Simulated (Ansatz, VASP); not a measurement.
**Two plane-wave programs on ZnRe2**

Contents of INCAR:

```
PREC     = Accurate       # precision mode
ENCUT    = 520            # plane-wave cutoff, eV
EDIFF    = 1E-6           # SCF threshold, eV
ISMEAR   = -1             # smearing method
SIGMA    = 0.05           # smearing width, eV
LREAL    = F              # projectors in reciprocal space
LASPH    = T              # aspherical terms in the spheres
NELM     = 100            # most SCF steps
ALGO     = Fast           # electronic algorithm
ISIF     = 2              # what is computed and relaxed
LWAVE    = F              # write WAVECAR
LCHARG   = F              # write CHGCAR
LMAXMIX  = 4              # l up to which the mixer works
GGA      = B5             # functional
ALDAX    = 1.0          
AGGAX    = 1.0          
AGGAC    = 1.0          
ALDAC    = 0.0          
NBANDS   = 20             # bands
```

The input KPOINTS:

```
Automatic mesh
0
Gamma
  8 8 8
```

File POSCAR:

```
ZnRe2
1.0
    0.0000000000      2.8955600000      2.8955600000
    2.8955600000      0.0000000000      2.8955600000
    2.8955600000      2.8955600000      0.0000000000
Zn Re
1 2
Direct
    0.0000000000      0.0000000000      0.0000000000
    0.7500000000      0.7500000000      0.7500000000
    0.2500000000      0.2500000000      0.2500000000
```

The input KPOINTS_OPT:

```
path GXWKGLUWLK,UX
20
line-mode
reciprocal
 0.0000000000  0.0000000000  0.0000000000  G
 0.5000000000  0.0000000000  0.5000000000  X

 0.5000000000  0.0000000000  0.5000000000  X
 0.5000000000  0.2500000000  0.7500000000  W

 0.5000000000  0.2500000000  0.7500000000  W
 0.3750000000  0.3750000000  0.7500000000  K

 0.3750000000  0.3750000000  0.7500000000  K
 0.0000000000  0.0000000000  0.0000000000  G

 0.0000000000  0.0000000000  0.0000000000  G
 0.5000000000  0.5000000000  0.5000000000  L

 0.5000000000  0.5000000000  0.5000000000  L
 0.6250000000  0.2500000000  0.6250000000  U

 0.6250000000  0.2500000000  0.6250000000  U
 0.5000000000  0.2500000000  0.7500000000  W

 0.5000000000  0.2500000000  0.7500000000  W
 0.5000000000  0.5000000000  0.5000000000  L

 0.5000000000  0.5000000000  0.5000000000  L
 0.3750000000  0.3750000000  0.7500000000  K

 0.6250000000  0.2500000000  0.6250000000  U
 0.5000000000  0.0000000000  0.5000000000  X
```

The input input.yaml:

```yaml
crystal:
  lattice:
    - [0.0, 2.89556, 2.89556]
    - [2.89556, 0.0, 2.89556]
    - [2.89556, 2.89556, 0.0]
  atoms:
    - { symbol: Zn, position: [0.0, 0.0, 0.0] }
    - { symbol: Re, position: [0.75, 0.75, 0.75] }
    - { symbol: Re, position: [0.25, 0.25, 0.25] }
hamiltonian:
  xc: blyp
  pseudopotentials: { kind: paw }
kpoints:
  mp_grid: { grid: [8, 8, 8] }
  band_path:
    path:
      - [[0.0, 0.0, 0.0], [0.5, 0.0, 0.5], [0.5, 0.25, 0.75], [0.375, 0.375, 0.75], [0.0, 0.0, 0.0], [0.5, 0.5, 0.5], [0.625, 0.25, 0.625], [0.5, 0.25, 0.75], [0.5, 0.5, 0.5], [0.375, 0.375, 0.75]]
      - [[0.625, 0.25, 0.625], [0.5, 0.0, 0.5]]
    npoints: 14
scf:
  occupations: { method: fermi_dirac, width: 0.05 }
  n_extra_bands: 7
output:
  forces: true
  stress: true
  eigenvalues: true
  fatbands: false
  write_density: true
  write_potential: true
  elf: true
  volumetric_format: npy
```

The cell was built by a generator and needn't be a form met in nature.

Alike in both runs: task band structure; functional BLYP; k mesh 8 × 8 × 8; occupations fermi-dirac, width 0.05 eV; no spin polarisation.

|  | VASP | Ansatz |
| --- | --- | --- |
| version | VASP 6.6.1 | Ansatz 0.2.0 |
| potentials or method | VASP PAW PBE potentials, release 64 (Zn, Re) | Ansatz PAW |
| plane-wave cutoff (eV) | 520 | 420 |
| valence electrons in the cell | 26 | 42 |

Ansatz gave:

* gap on the k mesh at the Fermi level (eV): none
* pressure (GPa): 9.4

Q: Estimate VASP's values.

A: gap on the k mesh at the Fermi level (eV): none; pressure (GPa): 10.8.

A gap of «none» marks a metal or a gap that the smearing closes. The two sets of potentials don't hold the same shells in valence.

Caveats: spin-orbit coupling is left out, which moves the levels of the heavy elements; the PAW data sets were made with another functional, which shifts forces and pressure a little (VASP); the PAW data sets come from PBE, with cores solved anew for the run's functional, which leaves a small shift of forces and pressure (Ansatz).
